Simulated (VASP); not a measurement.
Output of a VASP run:

### OSZICAR
```
       N       E                     dE             d eps       ncg     rms          rms(c)
DAV:   1     0.947095412973E+02    0.94710E+02   -0.79925E+03  1128   0.118E+03
DAV:   2    -0.163238223673E+02   -0.11103E+03   -0.10142E+03  1456   0.321E+02
DAV:   3    -0.207272245155E+02   -0.44034E+01   -0.43806E+01  1436   0.592E+01
DAV:   4    -0.208805910150E+02   -0.15337E+00   -0.15322E+00  1740   0.980E+00
DAV:   5    -0.208832456395E+02   -0.26546E-02   -0.26544E-02  1432   0.122E+00    0.587E+00
DAV:   6    -0.152622510934E+02    0.56210E+01   -0.27621E+00  1568   0.194E+01    0.236E+00
DAV:   7    -0.149569051898E+02    0.30535E+00   -0.85569E-01  1756   0.114E+01    0.182E+00
DAV:   8    -0.159597039294E+02   -0.10028E+01   -0.55833E-01  1668   0.941E+00    0.943E-01
DAV:   9    -0.145812765047E+02    0.13784E+01   -0.32260E-01  1132   0.624E+00    0.711E-01
DAV:  10    -0.149967761666E+02   -0.41550E+00   -0.24548E-01  1144   0.539E+00    0.191E-01
DAV:  11    -0.150497587278E+02   -0.52983E-01   -0.68754E-03  1856   0.932E-01    0.235E-01
DAV:  12    -0.150386499028E+02    0.11109E-01   -0.26754E-04  1440   0.208E-01    0.239E-01
DAV:  13    -0.149775633179E+02    0.61087E-01   -0.22592E-02  1136   0.217E+00    0.228E-01
DAV:  14    -0.149774773454E+02    0.85972E-04   -0.37546E-04  1324   0.239E-01    0.213E-01
DAV:  15    -0.149776985738E+02   -0.22123E-03   -0.18498E-04  1160   0.184E-01    0.200E-01
DAV:  16    -0.149777460612E+02   -0.47487E-04   -0.97663E-04  1152   0.335E-01    0.130E-01
DAV:  17    -0.149777659358E+02   -0.19875E-04   -0.43191E-05  1304   0.829E-02    0.114E-01
DAV:  18    -0.149776343929E+02    0.13154E-03   -0.52447E-05  1372   0.690E-02    0.760E-02
DAV:  19    -0.149776768979E+02   -0.42505E-04   -0.41131E-05  1176   0.822E-02    0.385E-02
DAV:  20    -0.149776863535E+02   -0.94556E-05   -0.19981E-05  1108   0.427E-02
   1 F= -.14977686E+02 E0= -.14977686E+02  d E =-.149777E+02
```

File OUTCAR:
```
------------------------ aborting loop because EDIFF is reached ----------------------------------------
  FORCE on cell =-STRESS in cart. coord.  units (eV):
  Direction    XX          YY          ZZ          XY          YZ          ZX
  --------------------------------------------------------------------------------------
  Total       -0.2722787     -0.2722787     -0.2722787     -0.0000000      0.0000000     -0.0000000
  in kB      -11.6016641    -11.6016641    -11.6016641     -0.0000000      0.0000000     -0.0000000
  external PRESSURE =     -11.6016641 kB  Pullay stress =       0.0000000 kB
  volume of cell :       37.60
      direct lattice vectors                 reciprocal lattice vectors
     0.000000000  2.659038575  2.659038575    -0.188037889  0.188037889  0.188037889
     2.659038575  0.000000000  2.659038575     0.188037889 -0.188037889  0.188037889
     2.659038575  2.659038575  0.000000000     0.188037889  0.188037889 -0.188037889
  FREE ENERGIE OF THE ION-ELECTRON SYSTEM (eV)
  ---------------------------------------------------
  free  energy   TOTEN  =       -14.9776863535 eV

  energy  without entropy=      -14.9776863535  energy(sigma->0) =      -14.97768635

 reached required accuracy - stopping structural energy minimisation
```
(Selected blocks of OUTCAR.)

File POSCAR:
```
KF
1
   -0.0000000000     2.6590385747     2.6590385747
    2.6590385747    -0.0000000000     2.6590385747
    2.6590385747     2.6590385747    -0.0000000000
K F
1 1
Direct
  0.0000000000   0.0000000000   0.0000000000
  0.5000000000   0.5000000000   0.5000000000
```

Reconstruct the remaining input files.

Several could match; the one computed here: the input of the run itself, r2SCAN meta-GGA, plane waves, VASP's PBE PAW potentials (set 64).

INCAR:
```
! general
SYSTEM =KF
PREC   =Normal
ENCUT  =450
LREAL  =.False.   ! projection in real space or not
LASPH  =.True.

! electronic loop
EDIFF  =1E-5
NELM   =100   ! most electronic steps
NELMIN =4
ALGO   =Normal   ! blocked Davidson
LMIXTAU=.True.

! smearing
ISMEAR =0   ! Gaussian
SIGMA  =0.05   ! width (eV)

! functional
METAGGA=R2SCAN

! ions
IBRION =2   ! conjugate gradients
NSW    =20
ISIF   =2
EDIFFG =-0.03

! output
LWAVE  =.False.
LCHARG =.False.
```

File KPOINTS:
```
Automatic mesh
0
Gamma
10 10 10
0 0 0
```

POTCAR, in this order: K_sv F (PBE.64 set). Program: vasp_std.

At this cut-off the stress carries a Pulay error, which pulls relaxed volumes low.

The compound is KF in the rock salt structure. It was relaxed first.
